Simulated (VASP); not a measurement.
Here is the system:

```yaml
crystal:
  lattice:
    - [1.17943, -2.04283, 0.00000]
    - [1.17943, 2.04283, 0.00000]
    - [0.00000, 0.00000, 6.67932]
  atoms:
    - { symbol: C, position: [0.00000, 0.00000, 0.25000] }
    - { symbol: C, position: [0.00000, 0.00000, 0.75000] }
    - { symbol: C, position: [0.33333, 0.66667, 0.25000] }
    - { symbol: C, position: [0.66667, 0.33333, 0.75000] }
```

Method: r2SCAN meta-GGA, VASP's PBE PAW potentials (set 64) (plane waves; VASP 6.6.1). Numerical set-up: 600 eV cut-off, 10×10×4 Γ-centred mesh, Gaussian smearing of 0.050 eV, potentials C.

Estimate the energy per atom (σ→0), pressure.

| Property | Value |
|---|---|
| energy per atom (σ→0) | -9.815 eV/atom |
| pressure | 41.79 GPa |

The compound is C in the graphite structure. This cell was strained or had an atom moved on purpose.
